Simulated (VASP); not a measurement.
Here is the system:

```yaml
crystal:
  lattice:
    - [4.86832, -8.43217, 0.00000]
    - [4.86832, 8.43217, 0.00000]
    - [0.00000, 0.00000, 10.55628]
  atoms:
    - { symbol: Ga, position: [0.22333, 0.11019, 0.24867] }
    - { symbol: Ga, position: [0.11039, 0.22051, 0.99805] }
    - { symbol: Ga, position: [0.22437, 0.11093, 0.75134] }
    - { symbol: Ga, position: [0.10433, 0.20661, 0.50588] }
    - { symbol: Ga, position: [0.22178, 0.44402, 0.22777] }
    - { symbol: Ga, position: [0.11041, 0.55650, 0.99817] }
    - { symbol: Ga, position: [0.22327, 0.44505, 0.75155] }
    - { symbol: Ga, position: [0.10401, 0.56429, 0.50593] }
    - { symbol: Ga, position: [0.22331, 0.77963, 0.24872] }
    - { symbol: Ga, position: [0.11100, 0.88883, 0.99992] }
    - { symbol: Ga, position: [0.22432, 0.77999, 0.75135] }
    - { symbol: Ga, position: [0.11104, 0.88883, 0.50141] }
    - { symbol: Ga, position: [0.55589, 0.11110, 0.24891] }
    - { symbol: Ga, position: [0.44480, 0.22251, 0.99960] }
    - { symbol: Ga, position: [0.55628, 0.11142, 0.75125] }
    - { symbol: Ga, position: [0.44557, 0.22150, 0.50168] }
    - { symbol: Ga, position: [0.55568, 0.44366, 0.24950] }
    - { symbol: Ga, position: [0.44623, 0.55635, 0.99806] }
    - { symbol: Ga, position: [0.55735, 0.44395, 0.74894] }
    - { symbol: Ga, position: [0.55563, 0.77831, 0.24943] }
    - { symbol: Ga, position: [0.44477, 0.88880, 0.99961] }
    - { symbol: Ga, position: [0.55741, 0.77995, 0.74908] }
    - { symbol: Ga, position: [0.44574, 0.89076, 0.50173] }
    - { symbol: Ga, position: [0.88673, 0.11004, 0.24885] }
    - { symbol: Ga, position: [0.77752, 0.22204, 0.99982] }
    - { symbol: Ga, position: [0.88774, 0.11099, 0.75133] }
    - { symbol: Ga, position: [0.77703, 0.22182, 0.50219] }
    - { symbol: Ga, position: [0.88667, 0.44315, 0.24886] }
    - { symbol: Ga, position: [0.77749, 0.55573, 0.99969] }
    - { symbol: Ga, position: [0.88765, 0.44335, 0.75141] }
    - { symbol: Ga, position: [0.77853, 0.55941, 0.50233] }
    - { symbol: Ga, position: [0.88880, 0.77762, 0.24905] }
    - { symbol: Ga, position: [0.77755, 0.88848, 0.99961] }
    - { symbol: Ga, position: [0.89055, 0.77858, 0.75162] }
    - { symbol: Ga, position: [0.77865, 0.88590, 0.50232] }
    - { symbol: N, position: [0.22417, 0.11239, 0.43780] }
    - { symbol: N, position: [0.11012, 0.22048, 0.18949] }
    - { symbol: N, position: [0.22237, 0.11117, 0.93870] }
    - { symbol: N, position: [0.11216, 0.22310, 0.68959] }
    - { symbol: N, position: [0.11017, 0.55606, 0.18971] }
    - { symbol: N, position: [0.22274, 0.44476, 0.93957] }
    - { symbol: N, position: [0.11191, 0.55567, 0.68951] }
    - { symbol: N, position: [0.22417, 0.77843, 0.43781] }
    - { symbol: N, position: [0.11099, 0.88873, 0.18835] }
    - { symbol: N, position: [0.22235, 0.77778, 0.93872] }
    - { symbol: N, position: [0.11225, 0.88943, 0.68851] }
    - { symbol: N, position: [0.55661, 0.11155, 0.43775] }
    - { symbol: N, position: [0.44486, 0.22284, 0.18864] }
    - { symbol: N, position: [0.55548, 0.11100, 0.93888] }
    - { symbol: N, position: [0.44540, 0.22256, 0.68834] }
    - { symbol: N, position: [0.55260, 0.44888, 0.44112] }
    - { symbol: N, position: [0.44540, 0.55584, 0.18876] }
    - { symbol: N, position: [0.55519, 0.44497, 0.93671] }
    - { symbol: N, position: [0.44608, 0.55634, 0.68189] }
    - { symbol: N, position: [0.55253, 0.77016, 0.44114] }
    - { symbol: N, position: [0.44485, 0.88842, 0.18862] }
    - { symbol: N, position: [0.55520, 0.77666, 0.93677] }
    - { symbol: N, position: [0.44534, 0.88934, 0.68845] }
    - { symbol: N, position: [0.88888, 0.11151, 0.43826] }
    - { symbol: N, position: [0.77787, 0.22218, 0.18813] }
    - { symbol: N, position: [0.88888, 0.11090, 0.93868] }
    - { symbol: N, position: [0.77823, 0.22245, 0.68905] }
    - { symbol: N, position: [0.88862, 0.44398, 0.43822] }
    - { symbol: N, position: [0.77663, 0.55495, 0.18874] }
    - { symbol: N, position: [0.88889, 0.44462, 0.93884] }
    - { symbol: N, position: [0.77906, 0.55650, 0.68888] }
    - { symbol: N, position: [0.89049, 0.77854, 0.43763] }
    - { symbol: N, position: [0.77663, 0.88816, 0.18874] }
    - { symbol: N, position: [0.88900, 0.77778, 0.93912] }
    - { symbol: N, position: [0.77913, 0.88932, 0.68881] }
    - { symbol: Ge, position: [0.43153, 0.54908, 0.49782] }
```

Computed with HSE06 screened hybrid, VASP's PBE PAW potentials (set 64) (plane waves; VASP 6.6.1). Run with PREC = Normal, LREAL = Auto, ISYM = 0, EDIFF = 1E-5, 400 eV cut-off, 1×1×1 Γ-centred mesh, Gaussian smearing of 0.050 eV, potentials Ga N Ge.

The supercell is sampled at Γ alone, which is coarse: total energies, pressure and levels can be off, energies of defects by several tenths of an eV.

Q: Predict the energy per atom (σ→0).

A: 
* **energy per atom (σ→0)**: -7.250 eV/atom

Only differences to runs with the same potentials and settings are physical.

The cell is a supercell with a defect, built from GaN (wurtzite): Ge_Ga-vac_N. The cell's shape comes from a PBE relaxation. The run is not spin-polarised, so no state with unpaired spins was tried.
